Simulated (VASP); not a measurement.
These are PBE GGA, VASP's PBE PAW potentials (set 64) (plane waves; VASP) values and carry that method's errors.

VASP input:

INCAR:
```
PREC = Accurate
ISIF = 2   ! forces and stress, cell fixed
SYSTEM = Al
ALGO = Normal   ! blocked Davidson
LWAVE = F
SIGMA = 0.05   ! width (eV)
LASPH = T   ! aspherical one-centre terms
ENCUT = 400
ISMEAR = -1
LCHARG = F
EDIFF = 1E-6
GGA = PE
NELM = 100
LREAL = F   ! projection in real space or not
```

**KPOINTS**
```
Automatic mesh
0
Gamma
14 14 14
0 0 0
```

**POSCAR**
```
Al
1
    0.0000000000     2.0250000000     2.0250000000
    2.0250000000     0.0000000000     2.0250000000
    2.0250000000     2.0250000000     0.0000000000
Al
1
Direct
  0.0000000000   0.0000000000   0.0000000000
```

POTCAR, in this order: Al (PBE.64 set). Program: vasp_std.

Output

File OSZICAR:
```
       N       E                     dE             d eps       ncg     rms          rms(c)
DAV:   1    -0.227069633729E+01   -0.22707E+01   -0.75475E+02  1220   0.254E+02
DAV:   2    -0.375173249616E+01   -0.14810E+01   -0.13439E+01  1365   0.258E+01
DAV:   3    -0.376218421195E+01   -0.10452E-01   -0.10287E-01  1400   0.247E+00
DAV:   4    -0.376221407097E+01   -0.29859E-04   -0.29860E-04  1440   0.126E-01
DAV:   5    -0.376221426098E+01   -0.19000E-06   -0.18960E-06  1400   0.774E-03    0.130E+00
DAV:   6    -0.374907747624E+01    0.13137E-01   -0.17252E-03  1240   0.309E-01    0.754E-01
DAV:   7    -0.373947984628E+01    0.95976E-02   -0.51751E-03  1255   0.499E-01    0.145E-01
DAV:   8    -0.373947593267E+01    0.39136E-05   -0.25069E-05  1290   0.531E-02    0.690E-03
DAV:   9    -0.373947445818E+01    0.14745E-05   -0.10721E-06  1270   0.703E-03    0.118E-03
DAV:  10    -0.373947408044E+01    0.37774E-06   -0.55184E-09   765   0.799E-04
   1 F= -.37394741E+01 E0= -.37373614E+01  d E =-.422535E-02
```

File OUTCAR:
```
------------------------ aborting loop because EDIFF is reached ----------------------------------------
  FORCE on cell =-STRESS in cart. coord.  units (eV):
  Direction    XX          YY          ZZ          XY          YZ          ZX
  --------------------------------------------------------------------------------------
  Total       -0.0810440     -0.0810440     -0.0810440     -0.0000000     -0.0000000     -0.0000000
  in kB       -7.8185492     -7.8185492     -7.8185492     -0.0000000     -0.0000000     -0.0000000
  external PRESSURE =      -7.8185492 kB  Pullay stress =       0.0000000 kB
  volume of cell :       16.61
      direct lattice vectors                 reciprocal lattice vectors
     0.000000000  2.025000000  2.025000000    -0.246913580  0.246913580  0.246913580
     2.025000000  0.000000000  2.025000000     0.246913580 -0.246913580  0.246913580
     2.025000000  2.025000000  0.000000000     0.246913580  0.246913580 -0.246913580
 POSITION                                       TOTAL-FORCE (eV/Angst)
 -----------------------------------------------------------------------------------
      0.00000      0.00000      0.00000         0.000000      0.000000      0.000000
 -----------------------------------------------------------------------------------
    total drift:                               -0.000000     -0.000000     -0.000000
  FREE ENERGIE OF THE ION-ELECTRON SYSTEM (eV)
  ---------------------------------------------------
  free  energy   TOTEN  =        -3.7394740804 eV

  energy  without entropy=       -3.7352487318  energy(sigma->0) =       -3.73736141
```
(Selected blocks of OUTCAR.)

The compound is Al in the fcc structure. The cell was not relaxed at this level. The run is one of a series of settings (ISMEAR = -1, SIGMA = 0.05 against the base run), some of them coarse on purpose.
